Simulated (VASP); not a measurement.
Input:

```
CELL_PARAMETERS angstrom
      1.53078    -2.65139     0.00000
      1.53078     2.65139     0.00000
      0.00000     0.00000    11.30200
ATOMIC_POSITIONS crystal
  W  0.33333 0.66667 0.25000
  W  0.66667 0.33333 0.75000
  S  0.33333 0.66667 0.88917
  S  0.66667 0.33333 0.38917
  S  0.66667 0.33333 0.11083
  S  0.33333 0.66667 0.61083
```

Level of theory: LDA (Ceperley-Alder, Perdew-Zunger), VASP's LDA PAW potentials (set 64) (plane waves; VASP). Numerical set-up: 500 eV cut-off, 8×8×2 Γ-centred mesh, Gaussian smearing of 0.050 eV, potentials W_sv S.

Problem. Predict the energy per atom (σ→0), pressure.

Solution. 
The energy per atom (σ→0) comes out as -8.705 eV/atom and the pressure is 9.97 GPa.

The absolute energy has meaning only against runs of the same code, potentials and settings.

The compound is WS2 in the 2H layered structure. It was relaxed first under an external pressure of 10 GPa.
